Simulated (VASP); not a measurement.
# OsI (Pm-3m) in VASP: reference runs

Aim: a first look at OsI with PBE, on the cell as given.

All numbers are computed with VASP 6.6.1; they aren't measurements. Logs are shortened: lines on timing, memory, paths and dates and some standing lists are left out, and cuts for length are marked.

### Step 1. The structure

It takes space group Pm-3m (No. 221, cubic). Conventional cell: a = 3.385 Å, b = 3.385 Å, c = 3.385 Å, α = 90.00°, β = 90.00°, γ = 90.00°. Os (site symmetry m-3m) is surrounded by 8 I at 2.93 Å. Around I (site symmetry m-3m) lie 8 Os at 2.93 Å.

The cell was built by a generator and needn't be a form met in nature.

### Step 2. Single point, PBE

Contents of INCAR:

```
SYSTEM = OsI
PREC = Accurate
ENCUT = 520
EDIFF = 1E-7
ISMEAR = -1
SIGMA = 0.05
LREAL = .False.
LASPH = .True.
NELM = 60
ALGO = Normal
ISIF = 2
LWAVE = .False.
LCHARG = .False.
GGA = PE
NBANDS = 14
```

Contents of KPOINTS:

```
regular mesh
0
Gamma
  8 8 8
  0 0 0
```

Contents of POSCAR:

```
OsI
1.0
    3.3852900000      0.0000000000      0.0000000000
    0.0000000000      3.3852900000      0.0000000000
    0.0000000000      0.0000000000      3.3852900000
Os I
1 1
Direct
    0.5000000000      0.5000000000      0.5000000000
    0.0000000000      0.0000000000      0.0000000000
```

Potentials or basis: VASP PAW PBE potentials, release 64 (Os, I).

Launch:

```
$ cat potpaw_PBE.64/Os/POTCAR potpaw_PBE.64/I/POTCAR > POTCAR
$ mpirun -np 1 vasp_std > vasp.out
```

OUTCAR:

```text
SYSTEM = OsI
   PREC = Accurate
   ENCUT = 520
   EDIFF = 1E-7
   ISMEAR = -1
   LREAL = .False.
   LASPH = .True.
   NELM = 60
   ISIF = 2
   GGA = PE

 ion  position               nearest neighbor table
   1  0.500  0.500  0.500-   2 2.93   2 2.93   2 2.93   2 2.93   2 2.93   2 2.93   2 2.93   2 2.93

   2  0.000  0.000  0.000-   1 2.93   1 2.93   1 2.93   1 2.93   1 2.93   1 2.93   1 2.93   1 2.93

  LATTYP: Found a simple cubic cell.
 ALAT       =     3.3852900000

  Lattice vectors:

 A1 = (   3.3852900000,   0.0000000000,   0.0000000000)
 A2 = (   0.0000000000,   3.3852900000,   0.0000000000)
 A3 = (   0.0000000000,   0.0000000000,   3.3852900000)

Analysis of symmetry for initial positions (statically):
=====================================================================
 Subroutine PRICEL returns:
 Original cell was already a primitive cell.

 Routine SETGRP: Setting up the symmetry group for a
 simple cubic supercell.

 Subroutine GETGRP returns: Found 48 space group operations
 (whereof 48 operations were pure point group operations)
 out of a pool of 48 trial point group operations.

The static configuration has the point symmetry O_h .

Analysis of symmetry for dynamics (positions and initial velocities):
=====================================================================
 Subroutine PRICEL returns:
 Original cell was already a primitive cell.

 Routine SETGRP: Setting up the symmetry group for a
 simple cubic supercell.

 Subroutine GETGRP returns: Found 48 space group operations
 (whereof 48 operations were pure point group operations)
 out of a pool of 48 trial point group operations.

The dynamic configuration has the point symmetry O_h .

 Subroutine INISYM returns: Found 48 space group operations
 (whereof 48 operations are pure point group operations),
 and found     1 'primitive' translations

----------------------------------------------------------------------------------------

                                     Primitive cell

  volume of cell :      38.7961

  direct lattice vectors                    reciprocal lattice vectors
     3.385290000  0.000000000  0.000000000     0.295395668  0.000000000  0.000000000
     0.000000000  3.385290000  0.000000000     0.000000000  0.295395668  0.000000000
     0.000000000  0.000000000  3.385290000     0.000000000  0.000000000  0.295395668

  length of vectors
     3.385290000  3.385290000  3.385290000     0.295395668  0.295395668  0.295395668

  position of ions in fractional coordinates (direct lattice)
     0.500000000  0.500000000  0.500000000
     0.000000000  0.000000000  0.000000000

  ion indices of the primitive-cell ions
   primitive index   ion index
                 1           1
                 2           2

----------------------------------------------------------------------------------------

 KPOINTS: regular mesh

Automatic generation of k-mesh.
 Grid dimensions read from file:
 generate k-points for:    8    8    8

 Generating k-lattice:

  Cartesian coordinates                     Fractional coordinates (reciprocal lattice)
     0.036924458  0.000000000  0.000000000     0.125000000  0.000000000  0.000000000
     0.000000000  0.036924458  0.000000000     0.000000000  0.125000000  0.000000000
     0.000000000  0.000000000  0.036924458     0.000000000  0.000000000  0.125000000

  Length of vectors
     0.036924458  0.036924458  0.036924458

  Shift w.r.t. Gamma in fractional coordinates (k-lattice)
     0.000000000  0.000000000  0.000000000

 Subroutine IBZKPT returns following result:
 ===========================================

 Found     35 irreducible k-points:

 Following reciprocal coordinates:
            Coordinates               Weight
  0.000000  0.000000  0.000000      1.000000
  0.125000  0.000000  0.000000      6.000000
  0.250000  0.000000  0.000000      6.000000
  0.375000  0.000000  0.000000      6.000000
  0.500000  0.000000  0.000000      3.000000
  0.125000  0.125000  0.000000     12.000000
[... 16 lines left out ...]
  0.375000  0.375000  0.125000     24.000000
  0.500000  0.375000  0.125000     24.000000
 [... further k-points ...]
   k-points           NKPTS =     35   k-points in BZ     NKDIM =     35   number of bands    NBANDS=     14
   number of dos      NEDOS =    301   number of ions     NIONS =      2
   total plane-waves  NPLWV =  21952
   dimension x,y,z NGX =    28 NGY =   28 NGZ =   28
   dimension x,y,z NGXF=    56 NGYF=   56 NGZF=   56
   ions per type =               1   1
   NGX,Y,Z   is equivalent  to a cutoff of  13.75, 13.75, 13.75 a.u.
   NGXF,Y,Z  is equivalent  to a cutoff of  27.50, 27.50, 27.50 a.u.
 SYSTEM =  OsI
   PREC   = accura    normal or accurate (medium, high low for compatibility)
   ISTART =      0    job   : 0-new  1-cont  2-samecut
   ICHARG =      2    charge: 1-file 2-atom 10-const
   ISPIN  =      1    spin polarized calculation?
   LNONCOLLINEAR =      F non collinear calculations
   LSORBIT =      F    spin-orbit coupling
   LASPH  =      T    aspherical Exc in radial PAW
   ENCUT  =  520.0 eV  38.22 Ry    6.18 a.u.   6.29  6.29  6.29*2*pi/ulx,y,z
   NELM   =     60;   NELMIN=  2; NELMDL= -5     # of ELM steps
   EDIFF  = 0.1E-06   stopping-criterion for ELM
   LREAL  =      F    real-space projection
   EDIFFG = 0.1E-05   stopping-criterion for IOM
   NSW    =      0    number of steps for IOM
   IBRION =     -1    ionic relax: 0-MD 1-quasi-New 2-CG
   NFREE  =      0    steps in history (QN), initial steepest desc. (CG)
   ISIF   =      2    stress and relaxation
   ISYM   =      2    0-nonsym 1-usesym 2-fastsym
   POTIM  = 0.5000    time-step for ionic-motion
   TEBEG  =    0.0;   TEEND  =   0.0 temperature during run
   PSTRESS=    0.0 pullay stress
   NELECT =      15.0000    total number of electrons
   NUPDOWN=      -1.0000    fix difference up-down
   EMIN   =  10.00;   EMAX   =-10.00  energy-range for DOS
   EFERMI =   0.00;   METHOD = LEGACY
   ISMEAR =    -1;   SIGMA  =   0.05  broadening in eV -4-tet -1-fermi 0-gaus
   EFERMI_NEDOS =   21; number of points for ismear=-14 and -15
   IALGO  =     38    algorithm
   IMIX   =      4    mixing-type and parameters
     AMIX     =   0.40;   BMIX     =  1.00
     AMIX_MAG =   1.60;   BMIX_MAG =  1.00
  volume/ion in A,a.u.               =      19.40       130.90
  Fermi-wavevector in a.u.,A,eV,Ry     =   1.192640  2.253763 19.352793  1.422390
  Thomas-Fermi vector in A             =   2.328673
   LORBIT       =      0    0 simple, 1 ext, 2 COOP (PROOUT), +10 PAW based schemes
   GGA     = PE    functional components
   LHFCALC =     F    Hartree Fock is set to
   AEXX    =    0.0000 exact exchange contribution
   IVDW    =     0    specifies the selected vdW correction
   LEPSILON=     F    determine dielectric tensor
   LRPA    =     F    only Hartree local field effects (RPA)
 non-spin polarized calculation
  energy-cutoff  :      520.00
  volume of cell :       38.80
 maximum number of plane-waves:      1064
 NGX is ok and might be reduce to    28
   NGX = 13   NGY = 13   NGZ = 13

 number of electron      15.0000000 magnetization

 Free energy of the ion-electron system (eV)
  ---------------------------------------------------
  ext. energy  EPLUGINS =         0.00000000
  ---------------------------------------------------
  free energy    TOTEN  =        -9.15951313 eV

  energy without entropy =       -9.13544484  energy(sigma->0) =       -9.14747898

 E-fermi :  10.3738     XC(G=0): -12.0708

 val. band max:       10.3683690042   @ k =   0.5000   0.1250   0.0000
 cond. band min:      10.3766613268   @ k =   0.5000   0.0000   0.0000
 fundamental gap:      0.0082923225
 Fermi energy:        10.3737989124

 k-point     1 :       0.0000    0.0000    0.0000
  band No.  band energies     occupation
      1      -6.6086      2.00000
      2       6.5256      2.00000
      3       6.5256      2.00000
      4       7.1911      2.00000
      5       7.1911      2.00000
      6       7.1911      2.00000
      7       9.3823      2.00000
      8       9.3823      2.00000
      9       9.3823      2.00000
     10      10.1741      1.96381
     11      17.2746      0.00000
     12      17.2746      0.00000
     13      23.2385      0.00000
     14      23.2385      0.00000

 k-point     2 :       0.1250    0.0000    0.0000
  band No.  band energies     occupation
      1      -6.4476      2.00000
      2       5.1152      2.00000
      3       6.6055      2.00000
      4       6.8925      2.00000
      5       6.8925      2.00000
      6       7.6136      2.00000
      7       9.4013      2.00000
      8       9.8353      1.99996
      9       9.8353      1.99996
     10      11.3078      0.00000
     11      16.7748      0.00000
     12      17.8232      0.00000
     13      21.7410      0.00000
     14      21.7410      0.00000

 k-point     3 :       0.2500    0.0000    0.0000
  band No.  band energies     occupation
      1      -6.0068      2.00000
      2       3.0568      2.00000
      3       6.3846      2.00000
      4       6.3846      2.00000
      5       6.8124      2.00000
      6       8.5069      2.00000
      7       9.4478      2.00000
      8      10.8124      0.00031
      9      10.8124      0.00031
     10      12.7306      0.00000
     11      15.7547      0.00000
     12      18.9127      0.00000
     13      19.4329      0.00000
     14      19.4329      0.00000
[... 324 lines left out ...]
 k-point    23 :       0.3750    0.3750    0.1250
  band No.  band energies     occupation
      1      -4.6042      2.00000
      2       2.7884      2.00000
      3       3.3126      2.00000
      4       6.2952      2.00000
      5       7.3372      2.00000
      6       8.5387      2.00000
      7       8.8686      2.00000
      8      10.3943      0.79777
      9      11.1078      0.00000
     10      12.0893      0.00000
     11      16.5084      0.00000
     12      17.8254      0.00000
     13      18.8422      0.00000
     14      21.4993      0.00000

 k-point    24 :       0.5000    0.3750    0.1250
  band No.  band energies     occupation
      1      -4.4446      2.00000
      2       2.5840      2.00000
      3       3.4047      2.00000
      4       6.7016      2.00000
      5       6.8564      2.00000
      6       8.5136      2.00000
      7       8.6466      2.00000
      8      10.5185      0.10481
      9      11.2770      0.00000
     10      11.5868      0.00000
     11      16.8038      0.00000
     12      17.1193      0.00000
     13      19.6916      0.00000
     14      20.8180      0.00000

 [... further k-points ...]

------------------------ aborting loop because EDIFF is reached ----------------------------------------

  FORCE on cell =-STRESS in cart. coord.  units (eV):
  Direction    XX          YY          ZZ          XY          YZ          ZX
  --------------------------------------------------------------------------------------
  -------------------------------------------------------------------------------------
  Total       -0.0556234     -0.0556234     -0.0556234     -0.0000000      0.0000000     -0.0000000
  in kB       -2.2971029     -2.2971029     -2.2971029     -0.0000000      0.0000000     -0.0000000
  external PRESSURE =      -2.2971029 kB  Pullay stress =       0.0000000 kB

 VOLUME and BASIS-vectors are now :
 -----------------------------------------------------------------------------
  energy-cutoff  :      520.00
  volume of cell :       38.80
      direct lattice vectors                 reciprocal lattice vectors
     3.385290000  0.000000000  0.000000000     0.295395668  0.000000000  0.000000000
     0.000000000  3.385290000  0.000000000     0.000000000  0.295395668  0.000000000
     0.000000000  0.000000000  3.385290000     0.000000000  0.000000000  0.295395668

 POSITION                                       TOTAL-FORCE (eV/Angst)
 -----------------------------------------------------------------------------------
      1.69264      1.69264      1.69264         0.000000      0.000000      0.000000
      0.00000      0.00000      0.00000         0.000000      0.000000      0.000000
 -----------------------------------------------------------------------------------
    total drift:                                0.000000      0.000000      0.000000

  FREE ENERGIE OF THE ION-ELECTRON SYSTEM (eV)
  ---------------------------------------------------
  free  energy   TOTEN  =        -9.1595131264 eV

  energy  without entropy=       -9.1354448404  energy(sigma->0) =       -9.14747898
```

Wall time 18 s (1 thread of Intel Xeon Platinum 8488C (Sapphire Rapids), shared host); peak memory 0.16 GiB.

What came out:

- Free energy: -9.1595 eV
- Pressure: -0.2 GPa
- Band gap on the k mesh: none (metal or under the smearing width)

Levels at points of the mesh, in eV from the Fermi level:
```tsv
k point	band 3	band 4	band 5	band 6	band 7	band 8	band 9	band 10	band 11	band 12
(0.00, 0.00, 0.00)	-3.85	-3.18	-3.18	-3.18	-0.99	-0.99	-0.99	-0.20	6.90	6.90
(0.50, 0.00, 0.00)	-4.50	-4.50	-3.22	-0.86	0.00	2.14	2.14	3.73	4.16	5.21
(0.50, 0.50, 0.00)	-7.26	-4.33	-2.09	-2.09	-1.50	-1.09	0.22	1.04	7.65	7.65
(0.50, 0.50, 0.50)	-7.80	-7.80	0.30	0.30	0.74	0.74	0.74	2.21	2.21	2.21
```

Caveat: an odd number of electrons without spin polarisation forces a metal; a magnetic or distorted state may lie lower.
